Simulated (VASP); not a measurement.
Calculation: G0W0 on PBE orbitals, VASP's PBE PAW potentials (set 64) (plane waves; VASP).

VASP ran on this input.

### POSCAR
```
KCl
4.4477020
  0.0000000000   0.7071067261   0.7071067261
  0.7071067261   0.0000000000   0.7071067261
  0.7071067261   0.7071067261   0.0000000000
K Cl
1 1
direct
  0.0000000000   0.0000000000   0.0000000000
  0.5000000000   0.5000000000   0.5000000000
```

**KPOINTS**
```
K-points
0
gamma
6 6 6
0 0 0
```

**INCAR**
```
# general
SYSTEM      = KCl
PREC        = Normal
ENCUT       = 500
LREAL       = .FALSE.   # projection in real space or not
LASPH       = .TRUE.   # aspherical one-centre terms
NBANDS      = 120

# electronic loop
ALGO        = EVGW0

# smearing
ISMEAR      = 0   # Gaussian
SIGMA       = 0.01   # width (eV)

# functional
GGA         = PE

# output
LWAVE       = .FALSE.
LCHARG      = .FALSE.

# other
NELMGW      = 1
NOMEGA      = 64
ENCUTGW     = 180
NBANDSGW    = 16
LSPECTRALGW = .TRUE.
```

POTCAR, in this order: K_sv_GW Cl_GW (PBE.64 set). Program: vasp_std. Read from the step before: WAVECAR, WAVEDER.

What VASP printed:

### OSZICAR
```
energies w=
    0.000    0.000    0.709    0.000    1.416    0.000    2.120    0.000
    2.820    0.000    3.514    0.000    4.200    0.000    4.879    0.000
    5.549    0.000    6.211    0.000    6.863    0.000    7.506    0.000
    8.141    0.000    8.766    0.000    9.385    0.000    9.995    0.000
   10.600    0.000   11.199    0.000   11.793    0.000   12.384    0.000
   12.973    0.000   13.561    0.000   14.149    0.000   14.738    0.000
   15.331    0.000   15.928    0.000   16.531    0.000   17.143    0.000
   17.763    0.000   18.396    0.000   19.043    0.000   19.706    0.000
   20.388    0.000   21.091    0.000   21.819    0.000   22.576    0.000
   23.366    0.000   24.192    0.000   25.060    0.000   25.977    0.000
   26.948    0.000   27.983    0.000   29.089    0.000   30.279    0.000
   31.565    0.000   32.963    0.000   34.492    0.000   36.174    0.000
   38.038    0.000   40.119    0.000   42.462    0.000   45.124    0.000
   48.177    0.000   51.719    0.000   55.883    0.000   60.848    0.000
   66.874    0.000   74.339    0.000   83.826    0.000   96.273    0.000
  113.301    0.000  137.972    0.000  176.840    0.000  246.930    0.000
NQ=   1    0.0000    0.0000    0.0000,
 performed        448000 updates of chi_q(r,r)
NQ=   2    0.1667    0.0000    0.0000,
 performed       1249000 updates of chi_q(r,r)
NQ=   3    0.3333    0.0000    0.0000,
 performed       2050000 updates of chi_q(r,r)
NQ=   4    0.5000    0.0000    0.0000,
 performed       2659000 updates of chi_q(r,r)
NQ=   5    0.1667    0.1667    0.0000,
 performed       3372000 updates of chi_q(r,r)
NQ=   6    0.3333    0.1667    0.0000,
 performed       4496000 updates of chi_q(r,r)
NQ=   7    0.5000    0.1667    0.0000,
 performed       5620000 updates of chi_q(r,r)
NQ=   8   -0.3333    0.1667    0.0000,
 performed       6744000 updates of chi_q(r,r)
NQ=   9   -0.1667    0.1667    0.0000,
 performed       7668000 updates of chi_q(r,r)
NQ=  10    0.3333    0.3333    0.0000,
 performed       8381000 updates of chi_q(r,r)
NQ=  11    0.5000    0.3333    0.0000,
 performed       9505000 updates of chi_q(r,r)
NQ=  12   -0.3333    0.3333    0.0000,
 performed      10429000 updates of chi_q(r,r)
NQ=  13    0.5000    0.5000    0.0000,
 performed      10992000 updates of chi_q(r,r)
NQ=  14    0.5000    0.3333    0.1667,
 performed      12124000 updates of chi_q(r,r)
NQ=  15   -0.3333    0.3333    0.1667,
 performed      13156000 updates of chi_q(r,r)
NQ=  16   -0.3333    0.5000    0.1667,
 performed      14080000 updates of chi_q(r,r)
 resolving degeneracies of screened two electron integrals
```

OUTCAR:
```


 k-point   1 :       0.0000    0.0000    0.0000
  band No.  KS-energies  QP-energies   sigma(KS)   V_xc(KS)     V^pw_x(r,r')   Z            occupation Imag(sigma)

      1     -27.8208     -29.6222     -21.3969     -18.5123     -30.7366       0.6245       2.0000       0.5855
      2     -12.7541     -14.3111     -17.2626     -15.1912     -24.3589       0.7517       2.0000       1.3015
      3     -11.2815     -14.3896     -21.6633     -17.8349     -24.6864       0.8119       2.0000       0.0995
      4     -11.2815     -14.3896     -21.6633     -17.8349     -24.6864       0.8119       2.0000       0.0995
      5     -11.2815     -14.3896     -21.6633     -17.8349     -24.6864       0.8119       2.0000       0.0995
      6      -0.6333      -2.5487     -16.6038     -14.1930     -18.6156       0.7945       2.0000       0.0757
      7      -0.6333      -2.5487     -16.6038     -14.1930     -18.6156       0.7945       2.0000       0.0757
      8      -0.6333      -2.5487     -16.6038     -14.1930     -18.6156       0.7945       2.0000       0.0757
      9       4.5611       5.3087      -6.0073      -6.8722      -3.1924       0.8644       0.0000      -0.0557
     10       7.7326       9.4593      -6.8225      -8.8401      -3.9025       0.8558       0.0000      -0.0633
     11       7.7326       9.4593      -6.8225      -8.8401      -3.9025       0.8558       0.0000      -0.0633
     12       7.7326       9.4593      -6.8225      -8.8401      -3.9025       0.8558       0.0000      -0.0633
     13       8.5913      10.8149      -8.0702     -10.6815      -5.0755       0.8515       0.0000      -0.0621
     14       8.5913      10.8149      -8.0702     -10.6815      -5.0755       0.8515       0.0000      -0.0621
     15      12.3423      12.5613      -4.0191      -4.2869      -0.6813       0.8182       0.0000      -0.1775
     16      15.3689      18.5691      -9.8971     -13.8471      -6.0446       0.8102       0.0000      -0.1536

 k-point   2 :       0.1667    0.0000    0.0000
  band No.  KS-energies  QP-energies   sigma(KS)   V_xc(KS)     V^pw_x(r,r')   Z            occupation Imag(sigma)

      1     -27.8181     -29.6191     -21.3992     -18.5170     -30.7405       0.6249       2.0000       0.5827
      2     -12.8054     -14.4275     -17.4019     -15.2287     -24.3274       0.7464       2.0000       1.2491
      3     -11.2838     -14.3898     -21.6579     -17.8302     -24.6797       0.8115       2.0000       0.0985
      4     -11.2838     -14.3898     -21.6579     -17.8302     -24.6797       0.8115       2.0000       0.0985
      5     -11.2168     -14.2158     -21.5286     -17.8111     -24.7172       0.8067       2.0000       0.1399
      6      -0.9474      -2.9151     -16.0550     -13.5758     -18.0508       0.7937       2.0000       0.0780
      7      -0.7192      -2.6468     -16.4861     -14.0590     -18.5030       0.7942       2.0000       0.0766
      8      -0.7192      -2.6468     -16.4861     -14.0590     -18.5030       0.7942       2.0000       0.0766
      9       5.1952       6.0007      -6.4239      -7.3611      -3.5974       0.8594       0.0000      -0.0574
     10       7.5641       9.0959      -6.6046      -8.3936      -3.7021       0.8562       0.0000      -0.0644
     11       8.0745       9.8585      -6.9416      -9.0308      -3.9765       0.8539       0.0000      -0.0660
     12       8.0745       9.8585      -6.9416      -9.0308      -3.9765       0.8539       0.0000      -0.0660
     13       8.9582      11.2176      -8.2335     -10.8940      -5.1905       0.8492       0.0000      -0.0647
     14       8.9582      11.2176      -8.2335     -10.8940      -5.1905       0.8492       0.0000      -0.0647
     15      13.1861      14.4035      -5.8594      -7.3417      -2.3996       0.8213       0.0000      -0.1929
     16      14.2668      15.9104      -7.1397      -9.1348      -3.4840       0.8238       0.0000      -0.2025

 k-point   3 :       0.3333    0.0000    0.0000
  band No.  KS-energies  QP-energies   sigma(KS)   V_xc(KS)     V^pw_x(r,r')   Z            occupation Imag(sigma)

      1     -27.8128     -29.6135     -21.4040     -18.5265     -30.7484       0.6258       2.0000       0.5772
      2     -12.8976     -14.6438     -17.6066     -15.2764     -24.2723       0.7493       2.0000       1.1673
      3     -11.2885     -14.3939     -21.6472     -17.8210     -24.6665       0.8116       2.0000       0.0964
      4     -11.2885     -14.3939     -21.6472     -17.8210     -24.6665       0.8116       2.0000       0.0964
      5     -11.0974     -13.9317     -21.3352     -17.7928     -24.7726       0.8001       2.0000       0.1969
      6      -1.4647      -3.5371     -15.3947     -12.7854     -17.4247       0.7942       2.0000       0.0851
      7      -0.8820      -2.8334     -16.2802     -13.8202     -18.3107       0.7932       2.0000       0.0785
      8      -0.8820      -2.8334     -16.2802     -13.8202     -18.3107       0.7932       2.0000       0.0785
      9       6.4162       7.2818      -6.4245      -7.4376      -3.5446       0.8545       0.0000      -0.0625
     10       7.6333       9.0170      -6.9636      -8.5936      -4.0183       0.8489       0.0000      -0.0691
     11       9.0011      10.9712      -7.3069      -9.6289      -4.2150       0.8485       0.0000      -0.0736
     12       9.0011      10.9712      -7.3069      -9.6289      -4.2150       0.8485       0.0000      -0.0736
     13       9.8867      12.1969      -8.5107     -11.2549      -5.3352       0.8418       0.0000      -0.0735
     14       9.8867      12.1969      -8.5107     -11.2549      -5.3352       0.8418       0.0000      -0.0735
     15      12.1377      14.3496      -7.9848     -10.6605      -4.4731       0.8267       0.0000      -0.1110
     16      12.7023      15.1338      -8.5047     -11.4528      -4.9915       0.8248       0.0000      -0.1103

 k-point   4 :       0.5000    0.0000    0.0000
  band No.  KS-energies  QP-energies   sigma(KS)   V_xc(KS)     V^pw_x(r,r')   Z            occupation Imag(sigma)

      1     -27.8101     -29.6101     -21.4064     -18.5312     -30.7523       0.6260       2.0000       0.5744
      2     -12.9396     -14.7436     -17.6850     -15.2914     -24.2476       0.7537       2.0000       1.1343
      3     -11.2908     -14.3953     -21.6420     -17.8164     -24.6599       0.8115       2.0000       0.0953
      4     -11.2908     -14.3953     -21.6420     -17.8164     -24.6599       0.8115       2.0000       0.0953
      5     -11.0414     -13.8040     -21.2638     -17.7934     -24.7981       0.7961       2.0000       0.2175
      6      -1.6878      -3.8003     -15.1687     -12.4994     -17.2275       0.7914       2.0000       0.0891
      7      -0.9593      -2.9178     -16.1894     -13.7129     -18.2278       0.7909       2.0000       0.0795
      8      -0.9593      -2.9178     -16.1894     -13.7129     -18.2278       0.7909       2.0000       0.0795
      9       6.9436       7.7698      -5.9277      -6.8901      -3.0808       0.8585       0.0000      -0.0632
     10       7.9753       9.3973      -7.5871      -9.2826      -4.5390       0.8387       0.0000      -0.0763
     11       9.8718      12.3076      -8.2067     -11.1158      -4.9324       0.8373       0.0000      -0.0845
     12       9.8718      12.3076      -8.2067     -11.1158      -4.9324       0.8373       0.0000      -0.0845
     13      10.6927      12.0273      -6.8178      -8.4003      -3.6748       0.8434       0.0000      -0.0801
     14      10.6927      12.0273      -6.8178      -8.4003      -3.6748       0.8434       0.0000      -0.0801
     15      11.3247      14.4834      -9.7771     -13.5904      -6.3211       0.8283       0.0000      -0.0912
     16      11.3247      14.4834      -9.7771     -13.5904      -6.3211       0.8283       0.0000      -0.0912

 k-point   5 :       0.1667    0.1667    0.0000
  band No.  KS-energies  QP-energies   sigma(KS)   V_xc(KS)     V^pw_x(r,r')   Z            occupation Imag(sigma)

      1     -27.8173     -29.6185     -21.4001     -18.5185     -30.7418       0.6251       2.0000       0.5822
      2     -12.8001     -14.4327     -17.4088     -15.2365     -24.3317       0.7516       2.0000       1.2481
      3     -11.2953     -14.4001     -21.6368     -17.8057     -24.6615       0.8104       2.0000       0.1012
      4     -11.2953     -14.4001     -21.6368     -17.8057     -24.6615       0.8104       2.0000       0.1012
      5     -11.2085     -14.2039     -21.5403     -17.8279     -24.7271       0.8069       2.0000       0.1367
      6      -1.0437      -3.0206     -15.9419     -13.4459     -17.9510       0.7920       2.0000       0.0797
      7      -0.7032      -2.6349     -16.5216     -14.0910     -18.5378       0.7947       2.0000       0.0763
      8      -0.7032      -2.6349     -16.5216     -14.0910     -18.5378       0.7947       2.0000       0.0763
      9       5.3307       6.1688      -6.4527      -7.4290      -3.6103       0.8584       0.0000      -0.0580
     10       7.0841       8.5434      -6.3353      -8.0355      -3.4864       0.8583       0.0000      -0.0614
     11       8.4281      10.2726      -7.1241      -9.2902      -4.1133       0.8515       0.0000      -0.0687
     12       8.4281      10.2726      -7.1241      -9.2902      -4.1133       0.8515       0.0000      -0.0687
     13       8.7986      11.0889      -8.1836     -10.8755      -5.1608       0.8508       0.0000      -0.0631
     14       9.2935      11.4822      -8.3003     -10.8920      -5.2097       0.8445       0.0000      -0.0687
     15      13.5247      14.5077      -5.4267      -6.6192      -1.9580       0.8243       0.0000      -0.2288
     16      13.9212      16.1036      -8.4890     -11.1687      -4.7346       0.8144       0.0000      -0.1394

 k-point   6 :       0.3333    0.1667    0.0000
  band No.  KS-energies  QP-energies   sigma(KS)   V_xc(KS)     V^pw_x(r,r')   Z            occupation Imag(sigma)

      1     -27.8129     -29.6135     -21.4042     -18.5263     -30.7482       0.6257       2.0000       0.5786
      2     -12.8381     -14.5391     -17.5409     -15.2814     -24.3104       0.7528       2.0000       1.1998
      3     -11.3047     -14.4079     -21.6181     -17.7862     -24.6424       0.8098       2.0000       0.1011
      4     -11.3025     -14.4072     -21.6197     -17.7892     -24.6426       0.8105       2.0000       0.0998
      5     -11.1647     -14.0670     -21.3888     -17.7725     -24.7264       0.8026       2.0000       0.1747
...
```
(Selected blocks of OUTCAR.)

The mesh is coarse and the basis finite, so the quasiparticle values are not converged.

The compound is KCl in the rock salt structure. The cell was not relaxed at this level.
